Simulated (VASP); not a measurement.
A convergence study with VASP on GaN (wurtzite): one setting is varied, all else stays as given below, so the limit is that of these other settings.

```
GaN
1.0
    1.59500    -2.76262     0.00000
    1.59500     2.76262     0.00000
    0.00000     0.00000     5.19000
Ga N
2 2
Direct
  0.66667   0.33333   0.50000
  0.33333   0.66667   0.00000
  0.66667   0.33333   0.87700
  0.33333   0.66667   0.37700
```

Method: PBEsol GGA, VASP's PBE PAW potentials (set 64) (plane waves; VASP). The tightest run used: 700 eV cut-off, 17×17×9 Γ-centred mesh, Gaussian smearing of 0.050 eV, potentials Ga_d N.

```csv
setting,E (eV/atom),pressure (GPa),irreducible k-points
1×1×1 mesh,-2.2819,27.36,1
2×2×1 mesh,-6.2605,-2.66,2
3×3×2 mesh,-6.4922,-1.26,6
```

Problem. These are the cheaper rows. Estimate the results at 17×17×9 mesh, and how far the last row shown lies from them.

Solution. 
```json
[
 {"quantity": "E (eV/atom)", "tightest run": "-6.5697", "last row shown is off by": "0.0775"},
 {"quantity": "pressure (GPa)", "tightest run": "-1.38", "last row shown is off by": "0.13"}
]
```

Left out are rungs that failed or repeat a setting and relaxations that didn't move; long series are thinned to 24 rows.

The compound is GaN in the wurtzite structure. The cell was not relaxed at this level.
